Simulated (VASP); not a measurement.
Data:

```yaml
crystal:
  lattice:
    - [-0.07615, 3.95377, 4.00897]
    - [3.95377, -0.07615, 4.00897]
    - [1.93881, 1.93881, 0.00000]
  atoms:
    - { symbol: Rh, position: [0.00000, 0.00000, 0.00000] }
    - { symbol: Ag, position: [0.00000, 0.50000, 0.00000] }
    - { symbol: Ag, position: [0.50000, 0.00000, 0.00000] }
    - { symbol: Ag, position: [0.50000, 0.50000, 0.00000] }
```

Calculation: PBEsol GGA, VASP's PBE PAW potentials (set 64) (plane waves; VASP). Numerical set-up: 400 eV cut-off, 8×8×15 Γ-centred mesh, tetrahedra with Blöchl corrections, potentials Rh_pv Ag.

Question: What does the run give for the energy per atom (σ→0), band gap (on the k-mesh) with the smallest direct gap where there is one?

Answer: 
* **band gap (on the k-mesh)**: none (metal, semimetal or under 0.01 eV)
* **energy per atom (σ→0)**: -4.341 eV/atom

The absolute energy has meaning only against runs of the same code, potentials and settings.

The structure was generated: Ag3Rh was put into an ordered model structure (Cmmm), which need not be its known phase. It was relaxed first.
